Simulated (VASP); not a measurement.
Write the native input for VASP 6.6.1 that does the following.

```yaml
Task: relaxation of cell and atoms
Functional: PBE
Potentials_or_basis: VASP PAW PBE potentials, release 64 (Mg, Ti_sv, N)
Cutoff: 520 eV
k_mesh: 4 × 4 × 2
Occupations: gaussian, width 0.15 eV
Spin: no spin polarisation
Further_INCAR_settings: PREC = Normal; LREAL = Auto; ALGO = Fast; EDIFF = 0.0001; IBRION = 2; EDIFFG = -0.08; NSW = 24; ISIF = 3
```

The structure of MgTi2N2 lies in POSCAR:

```
MgTi2N2
1.0
    3.7808200900      0.0000000000      0.0000000000
    0.0000000000      3.7808200900      0.0000000000
    0.0000000000      0.0000000000      9.0249440200
Mg Ti N
2 4 4
Direct
    0.5000000000      0.0000000000      0.2520000000
    0.0000000000      0.5000000000      0.7480000000
    0.0000000000      0.0000000000      0.5000000000
    0.5000000000      0.5000000000      0.5000000000
    0.5000000000      0.0000000000      0.8669999800
    0.0000000000      0.5000000000      0.1330000200
    0.0000000000      0.0000000000      0.0000000000
    0.5000000000      0.5000000000      0.0000000000
    0.5000000000      0.0000000000      0.6259999900
    0.0000000000      0.5000000000      0.3740000100
```

The cell was built by a generator and needn't be a form met in nature.

These files were run (other wordings do the same):

INCAR

```
ALGO = Fast
EDIFF = 1E-4
EDIFFG = -0.08
ENCUT = 520
GGA = PE
IBRION = 2
ISIF = 3
ISMEAR = 0
LASPH = T
LCHARG = F
LREAL = Auto
LWAVE = F
NELM = 60
NSW = 24
PREC = Normal
SIGMA = 0.15
```

KPOINTS

```
k-points
0
Gamma
  4 4 2
```

Potentials or basis: VASP PAW PBE potentials, release 64 (Mg, Ti_sv, N).

Command:

```bash
$ cat potpaw_PBE.64/Mg/POTCAR potpaw_PBE.64/Ti_sv/POTCAR potpaw_PBE.64/N/POTCAR > POTCAR
$ mpirun -np 1 vasp_std > vasp.out
```

It gave:

| Quantity | Value |
| --- | --- |
| Relaxed volume | 11.63 Å³/atom |
| Relaxed cell | a = 3.927 Å, b = 3.927 Å, c = 7.543 Å, α = 90.00°, β = 90.00°, γ = 90.00° |
| Space group after relaxing (to 0.05 Å) | P4/nmm (No. 129) |
| Energy gained by relaxing | 349.8 meV/atom |
| Ionic steps | 19 |
| Pressure after relaxing | 0.0 GPa |
| Largest force after relaxing | 0.073 eV/Å |
| Band gap on the k mesh | none (metal or under the smearing width) |

Caveat: the k mesh is coarse (spacing up to 0.42 Å⁻¹), so the values aren't converged; the relaxation stopped at a loose force limit of 0.08 eV/Å, so its end isn't a converged minimum.

Run time: 13 min on 1 thread of Intel(R) Xeon(R) Platinum 8259CL CPU @ 2.50GHz (Skylake/Cascade Lake) (shared host), peak memory 0.21 GiB.
